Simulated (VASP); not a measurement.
VASP input:

**INCAR**
```
SYSTEM = Cu
PREC = Accurate
ENCUT = 400
EDIFF = 1E-6
NELM = 100
ALGO = Normal
LREAL = .FALSE.
LASPH = .TRUE.
ISMEAR = 1
SIGMA = 0.1
GGA = PE
LMAXMIX = 4
LWAVE = .FALSE.
LCHARG = .FALSE.
ISIF = 2
NBANDS = 3
```

### KPOINTS
```
Automatic mesh
0
Gamma
13 13 13
0 0 0
```

**POSCAR**
```
Cu
1
    0.0000000000     1.8411000000     1.8411000000
    1.8411000000     0.0000000000     1.8411000000
    1.8411000000     1.8411000000     0.0000000000
Cu
1
Direct
  0.0000000000   0.0000000000   0.0000000000
```

POTCAR, in this order: Cu (PBE.64 set). Program: vasp_std.

The resulting files:

**standard output**
```
 POSCAR found type information on POSCAR Cu
 POSCAR found :  1 types and       1 ions
 Reading from existing POTCAR
 Reading from existing POTCAR
 LDA part: xc-table for (Slater+PW92), standard interpolation

 -----------------------------------------------------------------------------
|                                                                             |
|     EEEEEEE  RRRRRR   RRRRRR   OOOOOOO  RRRRRR      ###     ###     ###     |
|     E        R     R  R     R  O     O  R     R     ###     ###     ###     |
|     E        R     R  R     R  O     O  R     R     ###     ###     ###     |
|     EEEEE    RRRRRR   RRRRRR   O     O  RRRRRR       #       #       #      |
|     E        R   R    R   R    O     O  R   R                               |
|     E        R    R   R    R   O     O  R    R      ###     ###     ###     |
|     EEEEEEE  R     R  R     R  OOOOOOO  R     R     ###     ###     ###     |
|                                                                             |
|     The number of bands is not sufficient to hold all electrons. I am       |
|     sorry, but this calculation does not make sense. If you want to         |
|     calculate only selected states, you need to set either EFERMI or        |
|     EREF. EREF specifies around which energy states are supposed to be      |
|     calculated.                                                             |
|     I found NBANDS = 3, NELECT = 11.                                        |
|                                                                             |
|       ---->  I REFUSE TO CONTINUE WITH THIS SICK JOB ... BYE!!! <----       |
|                                                                             |
 -----------------------------------------------------------------------------
```

**Question.** Read the log: what went wrong, and how is it fixed?

**Answer.** The cause: NBANDS is too small to hold all electrons. VASP stops with an error: The number of bands is not sufficient to hold all electrons. I am sorry, but this calculation does not make sense. If you want to calculate only selected states, you need to set either EFERMI or EREF. EREF specifies around which energy states are supposed to be calculated. I found NBANDS = 3, NELECT = 11. ----> I REFUSE TO CONTINUE WITH THIS SICK JOB ... BYE!!! <---- To mend it, remove NBANDS.

The mended run (PBE GGA, plane waves, VASP's PBE PAW potentials (set 64)) converges, and its OSZICAR ends with
```
   1 F= -.37217343E+01 E0= -.37217209E+01  d E =-.401480E-04
```

The compound is Cu in the fcc structure. The cell was not relaxed at this level.
